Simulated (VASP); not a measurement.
# What goes wrong when the modes of SnSe2 are computed with a bad input, part 3 of 3

Some phonon runs on SnSe2 get a fault in the input on purpose. Which of them show, and how? The starting structure is a measured crystal structure from the Crystallography Open Database.

VASP 6.6.1.

Results so far: reference A2u 242.7 cm⁻¹; finite displacements, else as the reference A2u 242.5 cm⁻¹; a cutoff far too low A2u 236.2 cm⁻¹.

### Step 5. Modes with a k mesh far too coarse

Level of this step: LDA; plane waves and PAW (Sn_d, Se) (VASP).

A slip made on purpose: a k mesh far too coarse. Against step 2 the input has a 2×2×2 mesh (also changed: NELM and KPAR).

The input, INCAR:

```
SYSTEM = SnSe2
PREC = Accurate
ENCUT = 450
EDIFF = 1E-08
NELM = 60
ISMEAR = 0
SIGMA = 0.03
LREAL = .FALSE.
ALGO = Normal
GGA = CA
NBANDS = 19
LORBIT = 11
LWAVE = .FALSE.
LCHARG = .FALSE.
IBRION = 8
LEPSILON = .TRUE.
LPEAD = .TRUE.
ISIF = 2
```

The input, POSCAR:

```
SnSe2
1.0
    3.8037000948      0.0000000000      0.0000000000
   -1.9018500474      3.2941009104      0.0000000000
    0.0000000000      0.0000000000      5.8933458894
Sn Se
1 2
Direct
    0.0000000000      0.0000000000      0.0000000000
    0.6666666667      0.3333333333      0.7321938924
    0.3333333333      0.6666666667      0.2678061076
```

The input, KPOINTS:

```
Automatic mesh
0
Gamma
2 2 2
0 0 0
```

Potentials, in the order of the species: Sn_d and Se (LDA family, release 64).

Run with:

```
mpirun -np 4 vasp_std
```

The log of the run:

```text
[banner, memory and clock lines left out]
running    4 mpi-ranks, on    1 nodes
[...]
LDA part: xc-table for (Slater(with rela. corr.)+CA(PZ))
 , standard interpolation
|                                                                             |
|           W    W    AA    RRRRR   N    N  II  N    N   GGGG   !!!           |
|           W    W   A  A   R    R  NN   N  II  NN   N  G    G  !!!           |
|           W    W  A    A  R    R  N N  N  II  N N  N  G       !!!           |
|           W WW W  AAAAAA  RRRRR   N  N N  II  N  N N  G  GGG   !            |
|           WW  WW  A    A  R   R   N   NN  II  N   NN  G    G                |
|           W    W  A    A  R    R  N    N  II  N    N   GGGG   !!!           |
|                                                                             |
|     The number of bands has been changed from the values supplied in        |
|     The orbitals not found in the WAVECAR file will be initialized with     |
|     random numbers, which is usually adequate. For correlated               |
[...]
RMM:  12    -0.823521642829E-01   -0.44699E-08    0.87082E-09   573   0.139E-05    0.836E-07
 first order change of Fermi-energy  -0.49936E-05
 force on displaced ion       2 direction 1 :  -4.429  -0.007   0.000
 Born effective charge ion    2 direction 1 :  -1.331  -0.552  -0.000
 Linear response progress:
  Degree of freedom:   4/  4
       N       E                     dE             d eps       ncg     rms          rms(c)
RMM:   1    -0.980196958341E-01   -0.98020E-01    0.68386E-02   330   0.144E+00
RMM:   2    -0.967718574767E-01    0.12478E-02   -0.22363E-03   282   0.257E-01    0.987E-02
RMM:   3    -0.967767680106E-01   -0.49105E-05   -0.31122E-04   309   0.913E-02    0.440E-02
RMM:   4    -0.968481095351E-01   -0.71342E-04   -0.43690E-05   311   0.354E-02    0.202E-02
[...]
RMM:  12    -0.968774664547E-01   -0.11660E-07   -0.35223E-08   330   0.159E-05    0.799E-07
RMM:  13    -0.968775012480E-01   -0.34793E-07   -0.19075E-08   282   0.129E-05    0.318E-07
RMM:  14    -0.968774920223E-01    0.92256E-08   -0.33630E-08   213   0.117E-05    0.178E-07
 first order change of Fermi-energy  -0.15995E+01
 force on displaced ion       2 direction 3 :   0.000   0.000  -6.539
 Born effective charge ion    2 direction 3 :   0.000  -0.000  -1.596
 Born effective charges drift removed
 Linear response finished
```

Wall time 44 s (4 MPI ranks of Intel Xeon Platinum 8375C at 2.90GHz (Ice Lake), shared host); peak memory 0.52 GiB.

Parts of OUTCAR (step 5):

```text
  Total        5.1743060      5.1743060     -3.6235537      0.0000000      0.0000000      0.0000000
  in kB      112.2684157    112.2684157    -78.6212949      0.0000000      0.0000000      0.0000000
  external PRESSURE =      48.6385122 kB  Pullay stress =       0.0000000 kB

 POSITION                                       TOTAL-FORCE (eV/Angst)
 -----------------------------------------------------------------------------------
      0.00000      0.00000      0.00000         0.000000      0.000000      0.000000
      1.90185      1.09803      4.31507         0.000000     -0.000000     -0.483540
     -0.00000      2.19607      1.57827        -0.000000      0.000000      0.483540
 -----------------------------------------------------------------------------------
    total drift:                               -0.000000      0.000000      0.000000

 MACROSCOPIC STATIC DIELECTRIC TENSOR (including local field effects in DFT)
 ------------------------------------------------------
          36.797117     0.000000     0.000000
           0.000000    36.797117     0.000000
           0.000000    -0.000000    23.613492
 ------------------------------------------------------

 MACROSCOPIC STATIC DIELECTRIC TENSOR IONIC CONTRIBUTION
 ------------------------------------------------------
           5.847443     0.000000     0.000000
           0.000000     5.847443     0.000000
           0.000000     0.000000     1.918338
 ------------------------------------------------------

[... 1 part as in an earlier step ...]

[... 1 further part left out ...]
```

With a k mesh far too coarse the modes are A2u 235.0, Eg 148.2, A1g 146.3, Eu 141.1 cm⁻¹; the largest shift is -34.8 cm⁻¹, in A1g, from the reference.

### Step 6. Modes with low precision and real-space projectors

A slip made on purpose: low precision and real-space projectors. Against step 2 the input has PREC = Low, LREAL = Auto, IBRION = 6, NFREE = 2, POTIM = 0.015, no LEPSILON and no LPEAD (also changed: NELM and NSW).

The input, INCAR:

```
SYSTEM = SnSe2
PREC = Low
ENCUT = 450
EDIFF = 1E-08
NELM = 60
ISMEAR = 0
SIGMA = 0.03
LREAL = Auto
ALGO = Normal
GGA = CA
NBANDS = 19
LORBIT = 11
LWAVE = .FALSE.
LCHARG = .FALSE.
KPAR = 4
IBRION = 6
NFREE = 2
POTIM = 0.015
NSW = 1
ISIF = 2
```

POSCAR is that of step 5.

The input, KPOINTS:

```
Automatic mesh
0
Gamma
10 10 6
0 0 0
```

Run with:

```
mpirun -np 4 vasp_std
```

The log of the run:

```text
[banner, memory and clock lines left out]
running    4 mpi-ranks, on    1 nodes
[...]
|                                                                             |
|               ----> ADVICE to this user running VASP <----                  |
|                                                                             |
|     You have a (more or less) 'small supercell' and for smaller cells       |
|     it is recommended to use the reciprocal-space projection scheme!        |
|     The real-space optimization is not efficient for small cells and it     |
|     is also less accurate ...                                               |
|     Therefore, set LREAL=.FALSE. in the INCAR file.                         |
|                                                                             |

 LDA part: xc-table for (Slater(with rela. corr.)+CA(PZ))
 , standard interpolation
 POSCAR, INCAR and KPOINTS ok, starting setup
[...]
entering main loop
       N       E                     dE             d eps       ncg     rms          rms(c)
DAV:   1     0.190285781068E+03    0.19029E+03   -0.11375E+04  2797   0.143E+03
DAV:   2     0.728178507850E+01   -0.18300E+03   -0.17726E+03  2889   0.371E+02
DAV:   3    -0.134823068390E+02   -0.20764E+02   -0.20298E+02  3406   0.112E+02
DAV:   4    -0.141845644513E+02   -0.70226E+00   -0.70090E+00  3197   0.216E+01
[...]
DAV:  13    -0.139192958915E+02   -0.58977E-07   -0.24037E-07  3061   0.392E-03    0.143E-03
DAV:  14    -0.139192958810E+02    0.10570E-07   -0.38349E-08  2955   0.117E-03    0.425E-04
DAV:  15    -0.139192958813E+02   -0.37289E-09   -0.34354E-09  1542   0.412E-04
   1 F= -.13919296E+02 E0= -.13919296E+02  d E =-.321675E-09
[... from here on, the cycles between the ionic steps are left out ...]
   2 F= -.13921561E+02 E0= -.13921561E+02  d E =-.316858E-09
   3 F= -.13921561E+02 E0= -.13921561E+02  d E =-.316920E-09
   4 F= -.13925832E+02 E0= -.13925832E+02  d E =-.341161E-09
   5 F= -.13925832E+02 E0= -.13925832E+02  d E =-.341145E-09
   6 F= -.13914795E+02 E0= -.13914795E+02  d E =-.573825E-09
   7 F= -.13914794E+02 E0= -.13914794E+02  d E =-.572193E-09
   8 F= -.13918090E+02 E0= -.13918090E+02  d E =-.188682E-10
   9 F= -.13915641E+02 E0= -.13915641E+02  d E =-.591262E-08
 Finite differences progress:
  Degree of freedom:   4/  4
  Displacement:        2/  2
  Total:               8/  8
```

The job ended after 3.1 min (4 MPI ranks; peak memory 1.8 GiB).

From OUTCAR (step 6):

```text
  Total       -2.0794049     -2.0794049     -1.3126579      0.0000000      0.0000000      0.0000000
  in kB      -45.1174506    -45.1174506    -28.4811192      0.0000000      0.0000000      0.0000000
  external PRESSURE =     -39.5720068 kB  Pullay stress =       0.0000000 kB

 POSITION                                       TOTAL-FORCE (eV/Angst)
 -----------------------------------------------------------------------------------
      0.00000      0.00000      0.00000         0.000000      0.000000     -0.341267
      1.90185      1.09803      4.30007        -0.000000      0.000000      0.684768
     -0.00000      2.19607      1.57827         0.000000     -0.000000     -0.343501
 -----------------------------------------------------------------------------------
    total drift:                               -0.000006     -0.000003      0.699675

  FREE ENERGIE OF THE ION-ELECTRON SYSTEM (eV)
  ---------------------------------------------------
  free  energy   TOTEN  =       -13.9156412889 eV

  energy  without entropy=      -13.9156412830  energy(sigma->0) =      -13.91564129

[... 2 parts as in an earlier step ...]

[... 1 further part left out ...]
[key lines of the parts left out:]
E-fermi :   4.9456
```

Three frequencies should lie near zero, those of the translations, and here fewer than three do (the smallest in size are -52.7, -86.7 and -86.7 cm⁻¹), so no mode of this run is used. As printed, the frequencies run from -86.7 to 349.9 cm⁻¹, imaginary ones as negative numbers.

### Step 7. Modes with a loose electronic threshold

A slip made on purpose: a loose electronic threshold. Against step 2 the input has EDIFF = 1E-04, IBRION = 6, NFREE = 2, POTIM = 0.015, no LEPSILON and no LPEAD (also changed: NELM and NSW).

Changes to INCAR since step 6:

```diff
@@ -1,5 +1,5 @@
 SYSTEM = SnSe2
-PREC = Low
+PREC = Accurate
 ENCUT = 450
-EDIFF = 1E-08
+EDIFF = 1E-04
 NELM = 60
@@ -7,3 +7,3 @@
 SIGMA = 0.03
-LREAL = Auto
+LREAL = .FALSE.
 ALGO = Normal
```

POSCAR is that of step 6.

KPOINTS is that of step 6.

Run with:

```
mpirun -np 4 vasp_std
```

The log of the run:

```text
[... set-up lines as in an earlier step ...]
 entering main loop
       N       E                     dE             d eps       ncg     rms          rms(c)
[... 9 cycles as in an earlier step ...]
DAV:  10    -0.137942984747E+02    0.20788E-05   -0.81850E-05  1647   0.628E-02
   1 F= -.13794298E+02 E0= -.13794298E+02  d E =-.103683E-08
[... from here on, the cycles between the ionic steps are left out ...]
   2 F= -.13793715E+02 E0= -.13793715E+02  d E =-.105841E-08
   3 F= -.13793718E+02 E0= -.13793718E+02  d E =-.107748E-08
   4 F= -.13792694E+02 E0= -.13792694E+02  d E =-.113906E-08
   5 F= -.13792684E+02 E0= -.13792684E+02  d E =-.114380E-08
   6 F= -.13793924E+02 E0= -.13793924E+02  d E =-.185801E-08
   7 F= -.13793904E+02 E0= -.13793904E+02  d E =-.185261E-08
   8 F= -.13793145E+02 E0= -.13793145E+02  d E =-.515737E-10
   9 F= -.13793367E+02 E0= -.13793367E+02  d E =-.202854E-07
 Finite differences progress:
  Degree of freedom:   4/  4
  Displacement:        2/  2
  Total:               8/  8
```

It took 2.5 min on 4 MPI ranks; peak memory 2.4 GiB; 9.8 min of CPU time.

Parts of OUTCAR (step 7):

```text
  Total       -0.1337284     -0.1337284     -0.2569942      0.0000000      0.0000000      0.0000000
  in kB       -2.9015447     -2.9015447     -5.5760785      0.0000000      0.0000000      0.0000000
  external PRESSURE =      -3.7930559 kB  Pullay stress =       0.0000000 kB

 POSITION                                       TOTAL-FORCE (eV/Angst)
 -----------------------------------------------------------------------------------
      0.00000      0.00000      0.00000         0.000000      0.000000     -0.100893
      1.90185      1.09803      4.30007        -0.000000     -0.000000      0.120581
     -0.00000      2.19607      1.57827         0.000000      0.000000     -0.019688
 -----------------------------------------------------------------------------------
    total drift:                                0.002878      0.000024      0.007832

  FREE ENERGIE OF THE ION-ELECTRON SYSTEM (eV)
  ---------------------------------------------------
  free  energy   TOTEN  =       -13.7933671567 eV

  energy  without entropy=      -13.7933671364  energy(sigma->0) =      -13.79336715

[... 2 parts as in an earlier step ...]

[... 1 further part left out ...]
[key lines of the parts left out:]
E-fermi :   4.9495
```

With a loose electronic threshold the modes are A2u 241.1, A1g 181.3, Eu 149.8, Eg 126.0 cm⁻¹; the largest shift is +4.3 cm⁻¹, in Eu, from finite displacements, else as the reference.

### Step 8. The runs compared

| run | ended | A2u | A1g | Eu | Eg | method | core minutes |
| --- | --- | --- | --- | --- | --- | --- | --- |
| reference | converged | 242.7 | 181.1 | 145.5 | 127.3 | perturbation theory | 38.9 |
| finite displacements, else as the reference | converged | 242.5 | 181.1 | 145.5 | 127.2 | finite displacements | 22.3 |
| a cutoff far too low | converged | 236.2 | 173.7 | 142.0 | 126.1 | perturbation theory | 3.47 |
| a k mesh far too coarse | converged | 235.0 | 146.3 | 141.1 | 148.2 | perturbation theory | 2.93 |
| low precision and real-space projectors | finished, not usable | - | - | - | - | finite displacements | 12.4 |
| a loose electronic threshold | converged | 241.1 | 181.3 | 149.8 | 126.0 | finite displacements | 9.94 |

Modes are in cm⁻¹, degenerate ones as one, matched between runs by symmetry and order. A number in brackets counts the listed modes of one symmetry from the lowest. The symmetry labels come from an automatic analysis and can be wrong where levels nearly coincide. Core minutes are wall time times ranks of the run shown, on a shared host.

### Step 9. Outcome

* A2u, reference: 242.7 cm⁻¹
* Eg, reference: 127.3 cm⁻¹
* A2u, finite displacements, else as the reference: 242.5 cm⁻¹
* Eg, finite displacements, else as the reference: 127.2 cm⁻¹
* A2u, a cutoff far too low: 236.2 cm⁻¹
* Eg, a cutoff far too low: 126.1 cm⁻¹
* A2u, a k mesh far too coarse: 235.0 cm⁻¹
* Eg, a k mesh far too coarse: 148.2 cm⁻¹
* A2u, a loose electronic threshold: 241.1 cm⁻¹
* Eg, a loose electronic threshold: 126.0 cm⁻¹
* run with low precision and real-space projectors: finished, not usable

Finished, but so rough that the translations don't all come out near zero: low precision and real-space projectors. Finished, but with signs in the output that stand out against the reference: a cutoff far too low, with modes off by up to -7.4 cm⁻¹, in A1g (signs: a pressure of -244.1 GPa on the undisplaced cell, forces of up to 0.17 eV/Å on the undisplaced atoms and a translation at -2 cm⁻¹ instead of zero); a k mesh far too coarse, with modes off by up to -35 cm⁻¹, in A1g (signs: a pressure of 4.9 GPa on the undisplaced cell and forces of up to 0.48 eV/Å on the undisplaced atoms); a loose electronic threshold, with modes off by up to +4.3 cm⁻¹, in Eu (signs: a pressure of 0.1 GPa on the undisplaced cell and a translation at -5 cm⁻¹ instead of zero). Runs with finite displacements are held against the sound run of that kind. The dielectric constants and Born charges in the logs aren't compared here; at a small gap they can be far off, and in a run without a gap they mean nothing. The frequencies are harmonic, and the splitting of polar modes by their long-range field is left out. Further runs on this material are not shown.

[Lines on the potential files, build, host, timing and source positions are cut from VASP's logs without a mark.]

[Logs are printed without paths, hosts, clocks, repeated set-up lines and the standing remarks that a program may print on its own settings, such as how far it seeks lower states.]

[Hosts, paths, dates, database ids (printed as entryN), source tags and the programs' standing remarks are cut or masked in the printed files.]
